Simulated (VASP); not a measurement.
SbW2, 3 atoms in the cell. It takes space group Fm-3m (No. 225, cubic). Conventional cell: a = 6.266 Å, b = 6.266 Å, c = 6.266 Å, α = 90.00°, β = 90.00°, γ = 90.00°. Sb (site symmetry m-3m) has 8 W at 2.71 Å as nearest neighbours. W (site symmetry -43m) has 4 Sb at 2.71 Å as nearest neighbours. The cell was built by a generator and needn't be a form met in nature.

```yaml
Program: VASP 6.6.1
Task: relaxation of cell and atoms
Functional: PBE
Potentials_or_basis: VASP PAW PBE potentials, release 64 (Sb, W_sv)
Cutoff: 600 eV
k_mesh: 7 × 7 × 7
Occupations: fermi-dirac, width 0.05 eV
Spin: no spin polarisation
Target_pressure: 30 GPa
Further_INCAR_settings: ALGO = Normal; EDIFF = 1e-07; IBRION = 2; EDIFFG = -0.02; NSW = 60; ISIF = 3
Target_pressure: 30 GPa
```

Potentials or basis: VASP PAW PBE potentials, release 64 (Sb, W_sv).

The run is started by

```console
$ cat potpaw_PBE.64/Sb/POTCAR potpaw_PBE.64/W_sv/POTCAR > POTCAR
$ mpirun -np 1 vasp_std > vasp.out
```

Hardware: 1 thread of Intel(R) Xeon(R) 6975P-C (Granite Rapids), with other jobs on the host.

Question: How long does it take, and how much memory?

Answer: It took 66 s on 1 thread of Intel(R) Xeon(R) 6975P-C (Granite Rapids) (shared host), peak memory 0.22 GiB. Counts: scf iterations 58, k points 20, ion steps 5.
